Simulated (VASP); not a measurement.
A convergence study with VASP on CaSe (rock salt): one setting is varied, all else stays as given below, so the limit is that of these other settings.

```xyz
2
Lattice="0.0000 2.9600 2.9600 2.9600 0.0000 2.9600 2.9600 2.9600 0.0000" Properties=species:S:1:pos:R:3 pbc="T T T"
Ca     0.0000     0.0000     0.0000
Se     2.9600     2.9600     2.9600
```

Level of theory: PBE GGA, VASP's PBE PAW potentials (set 64) (plane waves; VASP). The tightest run used: 550 eV cut-off, 17×17×17 Γ-centred mesh, tetrahedra with Blöchl corrections, potentials Ca_sv Se.

Gaps are read on the run's mesh, which can miss a band edge.

```tsv
setting	E (eV/atom)	pressure (GPa)	gap on the mesh (eV)	irreducible k-points
3×3×3 mesh	-4.6968	1.68	2.315	4
4×4×4 mesh	-4.7328	1.26	2.020	8
5×5×5 mesh	-4.7391	1.17	2.146	10
```

Task: These are the cheaper rows. Estimate the results at 17×17×17 mesh, and how far the last row shown lies from them.

Result: 
```
quantity              tightest run  last row shown is off by
--------------------  ------------  ------------------------
E (eV/atom)                -4.7409                    0.0018
pressure (GPa)                1.14                      0.04
gap on the mesh (eV)         2.040                     0.106
```

Left out are rungs that failed or repeat a setting and relaxations that didn't move; long series are thinned to 24 rows.

The compound is CaSe in the rock salt structure. The cell was not relaxed at this level.
